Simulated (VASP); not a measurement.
VASP runs on Ge$_{2}$W (space group I4/mcm) share one base input (PBE GGA, plane waves, VASP's PBE PAW potentials (set 64)) and change the settings named in each case.

### INCAR
```
SIGMA = 0.1   ! width (eV)
ENCUT = 300
LMAXMIX = 6
NELM = 100   ! most electronic steps
LREAL = .FALSE.
ISIF = 2   ! forces and stress, cell fixed
LCHARG = .FALSE.
LWAVE = .FALSE.
ALGO = Normal
ISMEAR = 0
SYSTEM = Ge2W
GGA = PE   ! PBE
LASPH = .TRUE.   ! aspherical one-centre terms
EDIFF = 1E-6   ! SCF stop (eV)
PREC = Accurate
```

POSCAR:
```
Ge2W
1
   -3.4131800000     3.4131800000     2.7463660000
    3.4131800000    -3.4131800000     2.7463660000
    3.4131800000     3.4131800000    -2.7463660000
Ge W
4 2
Direct
  0.1580000000   0.6580000000   0.8160000000
  0.3420000000   0.1580000000   0.5000000000
  0.6580000000   0.8420000000   0.5000000000
  0.8420000000   0.3420000000   0.1840000000
  0.7500000000   0.7500000000   0.0000000000
  0.2500000000   0.2500000000   0.0000000000
```

KPOINTS:
```
Automatic mesh
0
Gamma
3 3 3
0 0 0
```

POTCAR, in this order: Ge_d W_sv (PBE.64 set). Program: vasp_std.

```json
[
 {"change": "base run", "E(σ→0) (eV/atom)": "-6.8457", "pressure (GPa)": "-20.15", "largest force (eV/Å)": "0.423", "−TS (eV)": "-0.0115"},
 {"change": "GGA removed, POTCAR Ge_d W_sv (LDA.64 set)", "E(σ→0) (eV/atom)": "-7.5627", "pressure (GPa)": "-25.56", "largest force (eV/Å)": "0.285", "−TS (eV)": "-0.0135"},
 {"change": "GGA_COMPAT = .FALSE., LNONCOLLINEAR = .TRUE., LSORBIT = .TRUE., MAGMOM = 0.0 0.0 0.0 0.0 0.0 0.0 0.0 0.0 0.0 0.0 0.0 0.0 0.0 0.0 0.0 0.0 0.0 0.0, program vasp_ncl", "E(σ→0) (eV/atom)": "-7.1378", "pressure (GPa)": "-19.69", "largest force (eV/Å)": "0.389", "−TS (eV)": "-0.0095"},
 {"change": "KPOINTS 1×1×1 Γ-centred mesh", "E(σ→0) (eV/atom)": "-6.2547", "pressure (GPa)": "-17.89", "largest force (eV/Å)": "2.432", "−TS (eV)": "-0.1271"}
]
```
 Energies of different potentials or functionals have different zeros.  Unless said otherwise, spin-orbit coupling is left out, though it shifts the bands of the heavy elements here. At 300 eV the pressure can carry a Pulay error.

Left out are runs that ran out of time, are held back, or changed the cell or the kind of run, fixed moments of cells without a moment, rows past the twelfth, gaps on odd meshes, pressures of charged cells and columns that move by less than the noise.

The structure was generated: Ge2W was put into an ordered model structure, which need not be its known phase. The cell was not relaxed at this level, forces remain on its atoms.
